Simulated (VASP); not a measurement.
```yaml
crystal:
  lattice:
    - [0.00000, 2.75050, 2.75050]
    - [2.75050, 0.00000, 2.75050]
    - [2.75050, 2.75050, 0.00000]
  atoms:
    - { symbol: Ga, position: [0.00000, 0.00000, 0.00000] }
    - { symbol: P, position: [0.25000, 0.25000, 0.25000] }
```

Method: PBE GGA, VASP's PBE PAW potentials (set 64) (plane waves; VASP 6.6.1). Numerical set-up: 500 eV cut-off, 8×8×8 Γ-centred mesh, Gaussian smearing of 0.050 eV, potentials Ga_d P.

Task: What does the run give for the energy per atom (σ→0), band gap (on the k-mesh) with the smallest direct gap where there is one?

Result: 
```yaml
band gap (on the k-mesh): 1.59 eV
smallest direct gap (on the k-mesh): 1.60 eV
energy per atom (σ→0): -4563 meV/atom
```

Total energies compare only between runs with the same potentials, cut-off and functional.

The compound is GaP in the zinc blende structure. It was relaxed first.
